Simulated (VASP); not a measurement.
Set up this calculation in VASP 6.6.1, as the native input.

| Property | Result |
| --- | --- |
| Task | single point |
| Functional | PBEsol |
| Potentials or basis | VASP PAW PBE potentials, release 64 (Sb, N, Cd) |
| Cutoff | 520 eV |
| k mesh | 4 × 4 × 4 |
| Occupations | gaussian, width 0.05 eV |
| Spin | no spin polarisation |
| Dipole correction | no |
| Further INCAR settings | ALGO = Fast; EDIFF = 1e-06; NBANDS = 31 |

The structure of Cd3SbN lies in POSCAR:

```
Cd3SbN
1.0
    4.7575458297      0.0000000000      0.0000000000
    0.0000000000      4.7575458297      0.0000000000
    0.0000000000      0.0000000000      4.7575458297
Sb N Cd
1 1 3
Direct
    0.0000000000      0.0000000000      0.0000000000
    0.5000000000      0.5000000000      0.5000000000
    0.5000000000      0.5000000000      0.0000000000
    0.5000000000      0.0000000000      0.5000000000
    0.0000000000      0.5000000000      0.5000000000
```

The cell comes from a database or a generator and needn't be the stable form of this composition.

The input as run:

INCAR

```
  PREC = Accurate
  ENCUT = 520
  EDIFF = 1E-6
  ISMEAR = 0
  SIGMA = 0.05
  LREAL = F
  LASPH = T
  NELM = 100
  ALGO = Fast
  ISIF = 2
  LWAVE = F
  LCHARG = T
  GGA = PS
  LELF = T
  LVHAR = T
  NBANDS = 31
```

KPOINTS

```
Automatic mesh
0
Gamma
  4 4 4
```

Potentials or basis: VASP PAW PBE potentials, release 64 (Sb, N, Cd).

The run is started by

```bash
$ cat potpaw_PBE.64/Sb/POTCAR potpaw_PBE.64/N/POTCAR potpaw_PBE.64/Cd/POTCAR > POTCAR
$ mpirun -np 1 vasp_std > vasp.out
```

It gave:

```
Pressure               : -6.3 GPa
Band gap on the k mesh : none (metal or under the smearing width)
```

Caveat: the PAW data sets were made with another functional, which shifts forces and pressure a little.

Wall time 75 s on 1 thread of AMD EPYC 7R43 64-Core Processor (Zen 3) (shared host), peak memory 0.18 GiB.
